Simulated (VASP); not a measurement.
Energy against volume of KTaO3 (cubic perovskite). Level of theory: PBE GGA with D3 dispersion (zero damping), VASP's PBE PAW potentials (set 64) (plane waves; VASP).

```
V (Å³/atom)  E (eV/atom)
-----------  -----------
12.177          -8.36745
12.566          -8.39148
12.954          -8.39917
13.343          -8.39298
13.731          -8.37505
```

Question: Fit a third-order Birch-Murnaghan equation of state.

Answer: 
| Property | Result |
|---|---|
| volume per atom | 12.96 Å^3/atom |
| bulk modulus | 189 GPa |
| pressure derivative of the bulk modulus | 4.49 |
| lattice constant a | 4.017 Å |

Measured: bulk modulus 220 GPa (computed value off by -13.9 %), as given by S. Tinte et al., Physical review. B, Condensed matter (1998), arXiv:cond-mat/9809379. The calculation is for a static lattice, while the measured bulk modulus holds thermal and zero-point effects, which are part of the difference.

The compound is KTaO3 in the cubic perovskite structure. It was relaxed first.
